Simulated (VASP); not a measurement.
Level of theory: optB88-vdW, VASP's PBE PAW potentials (set 64) (plane waves; VASP 6.6.1).

The input files of a VASP run:

**POSCAR**
```
In
1.0
 -1.6503568298   1.6503568298   2.5949093201
  1.6503568298  -1.6503568298   2.5949093201
  1.6503568298   1.6503568298  -2.5949093201
In
1
direct
  0.0000000000   0.0000000000   0.0000000000
```

KPOINTS:
```
Automatic mesh
0
Gamma
16 16 16
0 0 0
```

### INCAR
```
! general
SYSTEM  =In
PREC    =Accurate
ENCUT   =520
LREAL   =.False.
LASPH   =.True.

! electronic loop
EDIFF   =1E-7
NELM    =100
ALGO    =Normal
LMAXMIX =4

! smearing
ISMEAR  =1
SIGMA   =0.1

! functional
GGA     =BO
LUSE_VDW=.True.
AGGAC   =0.0
PARAM1  =0.1833333333
PARAM2  =0.22

! ions
IBRION  =2
NSW     =30
ISIF    =4
EDIFFG  =-0.01

! output
LWAVE   =.False.
LCHARG  =.False.
```

POTCAR, in this order: In_d (PBE.64 set). Program: vasp_std.

Task: What will the output report for the number of irreducible k-points (NKPTS), largest plane-wave count, number of space-group operations, FFT grid (NGX, NGY, NGZ)?

Result: 
number of irreducible k-points (NKPTS): 349
largest plane-wave count: 780
number of space-group operations: 16
FFT grid (NGX, NGY, NGZ): 28 × 28 × 28

The compound is In in the bct structure. This cell is one point of a volume scan, at 1.03 of the reference volume.
